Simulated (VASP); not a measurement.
The system is Na6BN.

```xyz
8
Lattice="0.0000 4.5452 4.5452 4.5452 0.0000 4.5452 4.5452 4.5452 0.0000" Properties=species:S:1:pos:R:3 pbc="T T T"
Na    4.5452    6.7783    4.5452
Na    4.5452    4.5452    2.3121
Na    4.5452    2.3121    4.5452
Na    6.7783    4.5452    4.5452
Na    2.3121    4.5452    4.5452
Na    4.5452    4.5452    6.7783
B     0.0000    0.0000    0.0000
N     4.5452    4.5452    4.5452
```

The cell was built by a generator and needn't be a form met in nature.

The cell isn't the ideal one: species swapped into the ZrCrF6 type (Fm-3m, No. 225).

- Program: VASP 6.6.1
- Task: relaxation of cell and atoms
- Functional: PBE
- Potentials or basis: VASP PAW PBE potentials, release 64 (Na_pv, B, N)
- Cutoff: 600 eV
- k mesh: 4 × 4 × 4
- Occupations: gaussian, width 0.1 eV
- Spin: no spin polarisation

At the start: pressure 7.8 GPa; volume 23.47 Å³/atom.

**Question.** How do energy, volume and symmetry change on relaxing?

**Answer.** Over 8 steps the energy falls by 170.8 meV/atom and the volume is 31.29 Å³/atom (+33.3 %); space group Fm-3m (No. 225, to 0.05 Å).

Step by step:
```
step  energy change (eV)  largest force (eV/Å)  pressure (GPa)  volume (Å³)
   1              0.0000                0.6698            7.79       187.80
   2             -1.0841                0.3504            2.43       220.57
   3             -1.3149                0.2524            0.53       242.31
   4             -1.3385                0.2253           -0.09       251.69
   5             -1.3389                0.2219           -0.19       253.09
   6             -1.3545                0.1509           -0.07       252.15
   7             -1.3660                0.0431            0.04       250.77
   8             -1.3667                0.0039            0.11       250.30
```

Final structure:
```
CELL_PARAMETERS angstrom
0.00000 5.00200 5.00200
5.00200 0.00000 5.00200
5.00200 5.00200 0.00000
ATOMIC_POSITIONS crystal
Na 0.73521 0.26479 0.73521
Na 0.26479 0.26479 0.73521
Na 0.26479 0.73521 0.26479
Na 0.26479 0.73521 0.73521
Na 0.73521 0.26479 0.26479
Na 0.73521 0.73521 0.26479
B 0.00000 0.00000 0.00000
N 0.50000 0.50000 0.50000
```

Caveat: the volume moved by over 15 % at a fixed basis, so the end points are rough.
